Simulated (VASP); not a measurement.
# WAuS4 (P6/mmm) in VASP: further runs

One crystal, WAuS4, is run at these levels: PBE; tasks: single point.

Everything below comes from runs of VASP 6.6.1. Logs are shortened: lines on timing, memory, paths and dates and some standing lists are left out, and cuts for length are marked.

## (1) Starting point

The structure is hexagonal, space group P6/mmm (No. 191). The conventional cell has a = 4.383 Å, b = 4.383 Å, c = 5.944 Å, α = 90.00°, β = 90.00°, γ = 120.00°. Around W (site symmetry 6/mmm) lie 12 S at 2.79 Å and 2 Au at 2.97 Å. S (site symmetry 3m) has 4 S at 2.34 to 2.53 Å as nearest neighbours. Au (site symmetry 6/mmm) is surrounded by 2 W at 2.97 Å and 12 S at 3.11 Å.

The cell was built by a generator and needn't be a form met in nature.

## (2) Single point, PBE

Contents of INCAR:

```
SYSTEM = WAuS4
PREC = Accurate
ENCUT = 520
EDIFF = 1E-7
ISMEAR = 0
SIGMA = 0.1
LREAL = .False.
LASPH = .True.
NELM = 100
ALGO = Fast
ISIF = 2
LWAVE = .False.
LCHARG = .False.
GGA = PE
NBANDS = 34
```

Contents of KPOINTS:

```
Automatic mesh
0
Gamma
  12 12 6
  0 0 0
```

Contents of POSCAR:

```
WAuS4
1.0
    4.3826969172      0.0000000000      0.0000000000
   -2.1913484586      3.7955268674      0.0000000000
    0.0000000000      0.0000000000      5.9439899954
W S Au
1 4 1
Direct
    0.0000000000      0.0000000000      0.5000000000
    0.3333333333      0.6666666667      0.6968437479
    0.3333333333      0.6666666667      0.3031562521
    0.6666666667      0.3333333333      0.6968437479
    0.6666666667      0.3333333333      0.3031562521
    0.0000000000      0.0000000000      0.0000000000
```

Potentials or basis: VASP PAW PBE potentials, release 64 (W_sv, S, Au).

Launch:

```bash
cat potpaw_PBE.64/W_sv/POTCAR potpaw_PBE.64/S/POTCAR potpaw_PBE.64/Au/POTCAR > POTCAR
mpirun -np 1 vasp_std > vasp.out
```

OUTCAR:

```text
SYSTEM = WAuS4
   PREC = Accurate
   ENCUT = 520
   EDIFF = 1E-7
   ISMEAR = 0
   LREAL = .False.
   LASPH = .True.
   NELM = 100
   ISIF = 2
   GGA = PE

 ion  position               nearest neighbor table
   1  0.000  0.000  0.500-   2 2.79   3 2.79   4 2.79   5 2.79   4 2.79   5 2.79   2 2.79   3 2.79
                             4 2.79   5 2.79   2 2.79   3 2.79   6 2.97   6 2.97
   2  0.333  0.667  0.697-   3 2.34   4 2.53   4 2.53   4 2.53   1 2.79   1 2.79   1 2.79   6 3.11
                             6 3.11   6 3.11
   3  0.333  0.667  0.303-   2 2.34   5 2.53   5 2.53   5 2.53   1 2.79   1 2.79   1 2.79   6 3.11
                             6 3.11   6 3.11
   4  0.667  0.333  0.697-   5 2.34   2 2.53   2 2.53   2 2.53   1 2.79   1 2.79   1 2.79   6 3.11
                             6 3.11   6 3.11
   5  0.667  0.333  0.303-   4 2.34   3 2.53   3 2.53   3 2.53   1 2.79   1 2.79   1 2.79   6 3.11
                             6 3.11   6 3.11
   6  0.000  0.000  0.000-   1 2.97   1 2.97   3 3.11   4 3.11   5 3.11   2 3.11   4 3.11   5 3.11
                             2 3.11   3 3.11   4 3.11   5 3.11   2 3.11   3 3.11

  LATTYP: Found a hexagonal cell.
 ALAT       =     4.3826969172
 C/A-ratio  =     1.3562402575

  Lattice vectors:

 A1 = (   4.3826969172,   0.0000000000,   0.0000000000)
 A2 = (  -2.1913484586,   3.7955268674,   0.0000000000)
 A3 = (   0.0000000000,   0.0000000000,   5.9439899954)

Analysis of symmetry for initial positions (statically):
=====================================================================
 Subroutine PRICEL returns:
 Original cell was already a primitive cell.

 Routine SETGRP: Setting up the symmetry group for a
 hexagonal supercell.

 Subroutine GETGRP returns: Found 24 space group operations
 (whereof 24 operations were pure point group operations)
 out of a pool of 24 trial point group operations.

The static configuration has the point symmetry D_6h.

Analysis of symmetry for dynamics (positions and initial velocities):
=====================================================================
 Subroutine PRICEL returns:
 Original cell was already a primitive cell.

 Routine SETGRP: Setting up the symmetry group for a
 hexagonal supercell.

 Subroutine GETGRP returns: Found 24 space group operations
 (whereof 24 operations were pure point group operations)
 out of a pool of 24 trial point group operations.

The dynamic configuration has the point symmetry D_6h.

 Subroutine INISYM returns: Found 24 space group operations
 (whereof 24 operations are pure point group operations),
 and found     1 'primitive' translations

----------------------------------------------------------------------------------------

                                     Primitive cell

  volume of cell :      98.8762

  direct lattice vectors                    reciprocal lattice vectors
     4.382696917  0.000000000  0.000000000     0.228170010  0.131734017  0.000000000
    -2.191348459  3.795526867  0.000000000     0.000000000  0.263468034  0.000000000
     0.000000000  0.000000000  5.943989995     0.000000000  0.000000000  0.168237161

  length of vectors
     4.382696917  4.382696917  5.943989995     0.263468034  0.263468034  0.168237161

  position of ions in fractional coordinates (direct lattice)
     0.000000000  0.000000000  0.500000000
     0.333333333  0.666666667  0.696843748
     0.333333333  0.666666667  0.303156252
     0.666666667  0.333333333  0.696843748
     0.666666667  0.333333333  0.303156252
     0.000000000  0.000000000  0.000000000

  ion indices of the primitive-cell ions
   primitive index   ion index
                 1           1
                 2           2
                 3           3
                 4           4
                 5           5
                 6           6

----------------------------------------------------------------------------------------

 KPOINTS: Automatic mesh

Automatic generation of k-mesh.
 Grid dimensions read from file:
 generate k-points for:   12   12    6

 Generating k-lattice:

  Cartesian coordinates                     Fractional coordinates (reciprocal lattice)
     0.019014168  0.010977835  0.000000000     0.083333333  0.000000000  0.000000000
     0.000000000  0.021955669  0.000000000     0.000000000  0.083333333  0.000000000
     0.000000000  0.000000000  0.028039527     0.000000000  0.000000000  0.166666667

  Length of vectors
     0.021955669  0.021955669  0.028039527

  Shift w.r.t. Gamma in fractional coordinates (k-lattice)
     0.000000000  0.000000000  0.000000000

 Subroutine IBZKPT returns following result:
 ===========================================

 Found     76 irreducible k-points:

 Following reciprocal coordinates:
            Coordinates               Weight
  0.000000  0.000000  0.000000      1.000000
  0.083333 -0.000000  0.000000      6.000000
  0.166667 -0.000000  0.000000      6.000000
  0.250000 -0.000000  0.000000      6.000000
  0.333333 -0.000000  0.000000      6.000000
  0.416667 -0.000000  0.000000      6.000000
[... 16 lines left out ...]
  0.250000 -0.000000  0.166667     12.000000
  0.333333 -0.000000  0.166667     12.000000
 [... further k-points ...]
   k-points           NKPTS =     76   k-points in BZ     NKDIM =     76   number of bands    NBANDS=     34
   number of dos      NEDOS =    301   number of ions     NIONS =      6
   total plane-waves  NPLWV =  62208
   dimension x,y,z NGX =    36 NGY =   36 NGZ =   48
   dimension x,y,z NGXF=    72 NGYF=   72 NGZF=   96
   ions per type =               1   4   1
   NGX,Y,Z   is equivalent  to a cutoff of  13.66, 13.66, 13.42 a.u.
   NGXF,Y,Z  is equivalent  to a cutoff of  27.31, 27.31, 26.85 a.u.
 SYSTEM =  WAuS4
   PREC   = accura    normal or accurate (medium, high low for compatibility)
   ISTART =      0    job   : 0-new  1-cont  2-samecut
   ICHARG =      2    charge: 1-file 2-atom 10-const
   ISPIN  =      1    spin polarized calculation?
   LNONCOLLINEAR =      F non collinear calculations
   LSORBIT =      F    spin-orbit coupling
   LASPH  =      T    aspherical Exc in radial PAW
   ENCUT  =  520.0 eV  38.22 Ry    6.18 a.u.   8.15  8.15 11.05*2*pi/ulx,y,z
   NELM   =    100;   NELMIN=  2; NELMDL= -5     # of ELM steps
   EDIFF  = 0.1E-06   stopping-criterion for ELM
   LREAL  =      F    real-space projection
   EDIFFG = 0.1E-05   stopping-criterion for IOM
   NSW    =      0    number of steps for IOM
   IBRION =     -1    ionic relax: 0-MD 1-quasi-New 2-CG
   NFREE  =      0    steps in history (QN), initial steepest desc. (CG)
   ISIF   =      2    stress and relaxation
   ISYM   =      2    0-nonsym 1-usesym 2-fastsym
   POTIM  = 0.5000    time-step for ionic-motion
   TEBEG  =    0.0;   TEEND  =   0.0 temperature during run
   PSTRESS=    0.0 pullay stress
   NELECT =      49.0000    total number of electrons
   NUPDOWN=      -1.0000    fix difference up-down
   EMIN   =  10.00;   EMAX   =-10.00  energy-range for DOS
   EFERMI =   0.00;   METHOD = LEGACY
   ISMEAR =     0;   SIGMA  =   0.10  broadening in eV -4-tet -1-fermi 0-gaus
   EFERMI_NEDOS =   21; number of points for ismear=-14 and -15
   IALGO  =     68    algorithm
   IMIX   =      4    mixing-type and parameters
     AMIX     =   0.40;   BMIX     =  1.00
     AMIX_MAG =   1.60;   BMIX_MAG =  1.00
  volume/ion in A,a.u.               =      16.48       111.21
  Fermi-wavevector in a.u.,A,eV,Ry     =   1.295517  2.448171 22.835520  1.678363
  Thomas-Fermi vector in A             =   2.427031
   LORBIT       =      0    0 simple, 1 ext, 2 COOP (PROOUT), +10 PAW based schemes
   GGA     = PE    functional components
   LHFCALC =     F    Hartree Fock is set to
   AEXX    =    0.0000 exact exchange contribution
   IVDW    =     0    specifies the selected vdW correction
   LEPSILON=     F    determine dielectric tensor
   LRPA    =     F    only Hartree local field effects (RPA)
 non-spin polarized calculation
 RMM-DIIS sequential band-by-band and
 Gauss-broadening in eV      SIGMA  =   0.10
  energy-cutoff  :      520.00
  volume of cell :       98.88
 maximum number of plane-waves:      2700
 NGX is ok and might be reduce to    36
   NGX = 17   NGY = 17   NGZ = 23

 number of electron      49.0000001 magnetization

 Free energy of the ion-electron system (eV)
  ---------------------------------------------------
  ext. energy  EPLUGINS =         0.00000000
  ---------------------------------------------------
  free energy    TOTEN  =       -27.81970129 eV

  energy without entropy =      -27.79966358  energy(sigma->0) =      -27.80968244

 E-fermi :   8.8292     XC(G=0): -11.5804

 val. band max:        8.8272171652   @ k =   0.0833   0.0833   0.1667
 cond. band min:       8.8295317804   @ k =   0.2500   0.2500   0.3333
 fundamental gap:      0.0023146152
 Fermi energy:         8.8292496465

 k-point     1 :       0.0000    0.0000    0.0000
  band No.  band energies     occupation
      1     -66.4202      2.00000
      2     -30.6925      2.00000
      3     -30.6925      2.00000
      4     -30.2757      2.00000
      5      -8.9884      2.00000
      6      -6.0731      2.00000
[... 26 lines left out ...]
     33      13.0908      0.00000
     34      15.0825      0.00000

 k-point     2 :       0.0833   -0.0000    0.0000
  band No.  band energies     occupation
      1     -66.4202      2.00000
      2     -30.6933      2.00000
      3     -30.6927      2.00000
      4     -30.2755      2.00000
      5      -8.9298      2.00000
      6      -6.0349      2.00000
[... 26 lines left out ...]
     33      13.6847      0.00000
     34      14.5330      0.00000

 k-point     3 :       0.1667   -0.0000    0.0000
  band No.  band energies     occupation
      1     -66.4202      2.00000
      2     -30.6954      2.00000
      3     -30.6932      2.00000
      4     -30.2752      2.00000
      5      -8.7579      2.00000
      6      -5.9212      2.00000
[... 26 lines left out ...]
     33      13.6405      0.00000
     34      14.2927      0.00000
[... 704 lines left out ...]
 k-point    23 :       0.2500   -0.0000    0.1667
  band No.  band energies     occupation
      1     -66.4202      2.00000
      2     -30.6982      2.00000
      3     -30.6938      2.00000
      4     -30.2751      2.00000
      5      -8.4611      2.00000
      6      -5.8055      2.00000
[... 26 lines left out ...]
     33      13.2534      0.00000
     34      14.6272      0.00000

 k-point    24 :       0.3333   -0.0000    0.1667
  band No.  band energies     occupation
      1     -66.4202      2.00000
      2     -30.7010      2.00000
      3     -30.6944      2.00000
      4     -30.2747      2.00000
      5      -8.1107      2.00000
      6      -5.7258      2.00000
[... 26 lines left out ...]
     33      12.8067      0.00000
     34      14.9385      0.00000

 [... further k-points ...]
[... 5 lines left out ...]
  --------------------------------------------------------------------------------------
  -------------------------------------------------------------------------------------
  Total       -0.0350460     -0.0350460     -0.1698485      0.0000000     -0.0000000      0.0000000
  in kB       -0.5678806     -0.5678806     -2.7522041      0.0000000     -0.0000000      0.0000000
  external PRESSURE =      -1.2959885 kB  Pullay stress =       0.0000000 kB

 VOLUME and BASIS-vectors are now :
 -----------------------------------------------------------------------------
  energy-cutoff  :      520.00
  volume of cell :       98.88
      direct lattice vectors                 reciprocal lattice vectors
     4.382696917  0.000000000  0.000000000     0.228170010  0.131734017  0.000000000
    -2.191348459  3.795526867  0.000000000     0.000000000  0.263468034  0.000000000
     0.000000000  0.000000000  5.943989995     0.000000000  0.000000000  0.168237161

 POSITION                                       TOTAL-FORCE (eV/Angst)
 -----------------------------------------------------------------------------------
      0.00000      0.00000      2.97199        -0.000000      0.000000      0.000000
     -0.00000      2.53035      4.14203        -0.000000     -0.000000     -0.034587
     -0.00000      2.53035      1.80196        -0.000000      0.000000      0.034587
      2.19135      1.26518      4.14203         0.000000      0.000000     -0.034587
      2.19135      1.26518      1.80196         0.000000     -0.000000      0.034587
      0.00000      0.00000      0.00000        -0.000000      0.000000      0.000000
 -----------------------------------------------------------------------------------
    total drift:                                0.000000     -0.000000     -0.000000

  FREE ENERGIE OF THE ION-ELECTRON SYSTEM (eV)
  ---------------------------------------------------
  free  energy   TOTEN  =       -27.8197012902 eV

  energy  without entropy=      -27.7996635810  energy(sigma->0) =      -27.80968244
```

Wall time 5.2 min (1 thread of Intel Xeon Platinum 8488C (Sapphire Rapids), shared host); peak memory 0.4 GiB.

What came out:

```
Free energy            : -27.8197 eV
Pressure               : -0.1 GPa
Largest force          : 0.035 eV/Å
Band gap on the k mesh : none (metal or under the smearing width)
```

Forces in eV/Å, atoms in the order of the input:
```
W    0.000  0.000  0.000
S    0.000  0.000 -0.035
S    0.000  0.000  0.035
S    0.000  0.000 -0.035
S    0.000  0.000  0.035
Au   0.000  0.000  0.000
```

Stress tensor (GPa, compression positive):
```
-0.06  0.00  0.00
 0.00 -0.06  0.00
 0.00  0.00 -0.28
```

## (3) Single point, PBE (species swapped into the TiCrB4 type (P6/mmm, No. 191))

Contents of INCAR:

```
ALGO = Fast
EDIFF = 1E-6
ENCUT = 520
GGA = PE
ISIF = 2
ISMEAR = 0
LASPH = T
LCHARG = F
LREAL = F
LWAVE = F
NBANDS = 34
NELM = 60
PREC = Accurate
SIGMA = 0.1
```

Contents of KPOINTS:

```
k-points
0
Gamma
  12 12 6
```

POSCAR is that of step 2.

Potentials or basis: VASP PAW PBE potentials, release 64 (W_sv, S, Au).

Launch:

```bash
cat potpaw_PBE.64/W_sv/POTCAR potpaw_PBE.64/S/POTCAR potpaw_PBE.64/Au/POTCAR > POTCAR
mpirun -np 1 vasp_std > vasp.out
```

Wall time 4.7 min (1 thread of Intel Xeon Platinum 8488C (Sapphire Rapids), shared host); peak memory 0.4 GiB.

Results (log left out):

| Quantity | Value |
| --- | --- |
| Free energy | -27.8197 eV |
| Pressure | -0.1 GPa |
| Largest force | 0.035 eV/Å |
| Band gap on the k mesh | none (metal or under the smearing width) |

Forces in eV/Å, atoms in the order of the input:
```
W    0.000  0.000  0.000
S    0.000  0.000 -0.035
S    0.000  0.000  0.035
S    0.000  0.000 -0.035
S    0.000  0.000  0.035
Au   0.000  0.000  0.000
```

Stress tensor (GPa, compression positive):
```
-0.05  0.00  0.00
 0.00 -0.05  0.00
 0.00  0.00 -0.26
```

Levels at points of the mesh, in eV from the Fermi level:
```csv
k point,band 21,band 22,band 23,band 24,band 25,band 26,band 27,band 28,band 29,band 30
"(0.00, 0.00, 0.00)",-3.22,-1.85,-1.85,-0.76,-0.56,0.79,0.79,1.74,2.50,3.51
"(0.50, 0.00, 0.00)",-1.66,-1.63,-1.40,0.07,0.67,0.91,1.12,1.22,2.19,2.55
"(0.00, 0.00, 0.50)",-2.73,-2.73,-1.72,-1.72,-0.89,0.71,0.71,1.30,1.85,2.62
"(0.50, 0.00, 0.50)",-2.60,-1.48,-1.32,-0.70,-0.42,0.01,0.51,1.42,1.63,1.91
```

Spin-orbit coupling is left out, which matters for the levels of Au, W.
